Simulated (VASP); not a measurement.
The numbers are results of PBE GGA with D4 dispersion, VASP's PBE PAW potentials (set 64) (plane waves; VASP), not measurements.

Input for VASP

**INCAR**
```
ALGO = Normal
EDIFF = 1E-7
ENCUT = 520
GGA = PE
ISIF = 2
ISMEAR = 0
IVDW = 13
LASPH = T
LCHARG = F
LREAL = F
LWAVE = F
NELM = 100
PREC = Accurate
SIGMA = 0.05
SYSTEM = MgS
```

**KPOINTS**
```
K-points
0
gamma
 9 9 9
0 0 0
```

POSCAR:
```
MgS
1
    0.0000000000     2.6079205893     2.6079205893
    2.6079205893     0.0000000000     2.6079205893
    2.6079205893     2.6079205893     0.0000000000
Mg S
1 1
Direct
  0.0000000000   0.0000000000   0.0000000000
  0.5000000000   0.5000000000   0.5000000000
```

POTCAR, in this order: Mg S (PBE.64 set). Program: vasp_std.

Output

OSZICAR:
```
       N       E                     dE             d eps       ncg     rms          rms(c)
DAV:   1     0.226582316359E+02    0.22658E+02   -0.36854E+03   576   0.809E+02
DAV:   2    -0.781965040120E+01   -0.30478E+02   -0.28662E+02   680   0.107E+02
DAV:   3    -0.890773777986E+01   -0.10881E+01   -0.10881E+01   784   0.271E+01
DAV:   4    -0.891141515678E+01   -0.36774E-02   -0.36774E-02   840   0.166E+00
DAV:   5    -0.891141936636E+01   -0.42096E-05   -0.42096E-05   792   0.582E-02    0.438E+00
DAV:   6    -0.854404697597E+01    0.36737E+00   -0.95162E-01   584   0.483E+00    0.344E+00
DAV:   7    -0.850314125016E+01    0.40906E-01   -0.23727E-01   728   0.259E+00    0.230E+00
DAV:   8    -0.850315000569E+01   -0.87555E-05   -0.13459E-02   656   0.980E-01    0.887E-01
DAV:   9    -0.850296594890E+01    0.18406E-03   -0.55028E-04   656   0.190E-01    0.275E-01
DAV:  10    -0.850300457407E+01   -0.38625E-04   -0.14507E-04   800   0.795E-02    0.131E-02
DAV:  11    -0.850300239593E+01    0.21781E-05   -0.20283E-05   696   0.235E-02    0.108E-02
DAV:  12    -0.850300240179E+01   -0.58619E-08   -0.40462E-07   752   0.545E-03
   1 F= -.90785856E+01 E0= -.90785856E+01  d E =-.440928E-12
```

OUTCAR:
```
------------------------ aborting loop because EDIFF is reached ----------------------------------------
  Edisp (eV):   -0.57558
  FORCE on cell =-STRESS in cart. coord.  units (eV):
  Direction    XX          YY          ZZ          XY          YZ          ZX
  --------------------------------------------------------------------------------------
  Total      -0.49639    -0.49639    -0.49639     0.00000    -0.00000    -0.00000
  in kB     -22.41913   -22.41913   -22.41913     0.00000    -0.00000    -0.00000
  external pressure =      -22.42 kB  Pullay stress =        0.00 kB
  volume of cell :       35.47
      direct lattice vectors                 reciprocal lattice vectors
     0.000000000  2.607920589  2.607920589    -0.191723629  0.191723629  0.191723629
     2.607920589  0.000000000  2.607920589     0.191723629 -0.191723629  0.191723629
     2.607920589  2.607920589  0.000000000     0.191723629  0.191723629 -0.191723629
 POSITION                                       TOTAL-FORCE (eV/Angst)
 -----------------------------------------------------------------------------------
      0.00000      0.00000      0.00000         0.000000     -0.000000      0.000000
      2.60792      2.60792      2.60792        -0.000000      0.000000     -0.000000
 -----------------------------------------------------------------------------------
    total drift:                                0.000000      0.000000      0.000000
  FREE ENERGIE OF THE ION-ELECTRON SYSTEM (eV)
  ---------------------------------------------------
  free  energy   TOTEN  =        -9.0785855875 eV

  energy  without entropy=       -9.0785855875  energy(sigma->0) =       -9.07858559
```
(Selected blocks of OUTCAR.)

OUTCAR:
```
 val. band max:        3.6608084677   @ k =   0.0000   0.0000   0.0000

 cond. band min:       6.5501987134   @ k =   0.4444   0.4444   0.0000


 Fermi energy:         3.8809715700

 k-point     1 :       0.0000    0.0000    0.0000
  band No.  band energies     occupation
      1      -8.9651      2.00000
      2       3.6608      2.00000
      3       3.6608      2.00000
      4       3.6608      2.00000
      5       7.3142      0.00000
      6      11.6200      0.00000
      7      11.6200      0.00000
      8      11.6200      0.00000

 k-point     2 :       0.1111    0.0000    0.0000
  band No.  band energies     occupation
      1      -8.8466      2.00000
      2       2.7997      2.00000
      3       3.5809      2.00000
      4       3.5809      2.00000
      5       7.9980      0.00000
      6      11.3270      0.00000
      7      11.8321      0.00000
      8      11.8321      0.00000

 k-point     3 :       0.2222    0.0000    0.0000
  band No.  band energies     occupation
      1      -8.5182      2.00000
      2       1.2544      2.00000
      3       3.3950      2.00000
      4       3.3950      2.00000
      5       8.5972      0.00000
      6      11.6383      0.00000
      7      11.6411      0.00000
      8      11.6411      0.00000

 k-point     4 :       0.3333    0.0000    0.0000
  band No.  band energies     occupation
      1      -8.0773      2.00000
      2      -0.1510      2.00000
      3       3.2068      2.00000
      4       3.2068      2.00000
      5       8.4285      0.00000
      6      10.9916      0.00000
      7      10.9916      0.00000
      8      12.9396      0.00000

 k-point     5 :       0.4444    0.0000    0.0000
  band No.  band energies     occupation
      1      -7.7309      2.00000
      2      -1.0114      2.00000
      3       3.0947      2.00000
      4       3.0947      2.00000
      5       8.2269      0.00000
      6      10.6092      0.00000
      7      10.6092      0.00000
...
```

The compound is MgS in the rock salt structure. This cell is one point of a volume scan, at 1.03 of the reference volume.
